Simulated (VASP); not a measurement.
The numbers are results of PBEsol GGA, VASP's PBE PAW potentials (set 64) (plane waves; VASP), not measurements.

The input files of a VASP run:

**KPOINTS**
```
Automatic mesh
0
Gamma
14 14 14
0 0 0
```

File POSCAR:
```
Nb
1
   -1.6500000000     1.6500000000     1.6500000000
    1.6500000000    -1.6500000000     1.6500000000
    1.6500000000     1.6500000000    -1.6500000000
Nb
1
Direct
  0.0000000000   0.0000000000   0.0000000000
```

**INCAR**
```
SYSTEM = Nb
PREC = Accurate
ENCUT = 480
EDIFF = 1E-6
NELM = 100
ALGO = Normal
LREAL = .FALSE.
LASPH = .TRUE.
ISMEAR = 1
SIGMA = 0.1
GGA = PS
LMAXMIX = 4
LWAVE = .FALSE.
LCHARG = .FALSE.
IBRION = 2
ISIF = 3
NSW = 60
EDIFFG = -0.01
```

POTCAR, in this order: Nb_sv (PBE.64 set). Program: vasp_std.

Energy and stress use the plane-wave basis of the starting cell.

Q: Estimate the energy per atom (σ→0), volume per atom, band gap (on the k-mesh).

A: 
```yaml
energy per atom (σ→0): -10.947 eV/atom
band gap (on the k-mesh): none (metal, semimetal or under 0.01 eV)
volume_per_atom: 17.47 Å³/atom
```

### OSZICAR
```
...
       N       E                     dE             d eps       ncg     rms          rms(c)
DAV:   1    -0.109474446493E+02   -0.46737E-04   -0.14005E-03  2550   0.597E-01    0.551E-02
DAV:   2    -0.109474012543E+02    0.43395E-04   -0.10610E-04  3078   0.148E-01    0.150E-02
DAV:   3    -0.109473968090E+02    0.44453E-05   -0.33503E-05  3226   0.653E-02    0.905E-03
DAV:   4    -0.109473982725E+02   -0.14634E-05   -0.91873E-07  1532   0.109E-02    0.473E-03
DAV:   5    -0.109473999183E+02   -0.16458E-05   -0.31010E-06  2418   0.137E-02    0.255E-03
DAV:   6    -0.109474001354E+02   -0.21716E-06   -0.16085E-07  1070   0.587E-03
   4 F= -.10947400E+02 E0= -.10947486E+02  d E =-.743071E-02
```

The compound is Nb in the bcc structure. This run relaxes it. Symmetry was kept, so distortions that lower it aren't found.
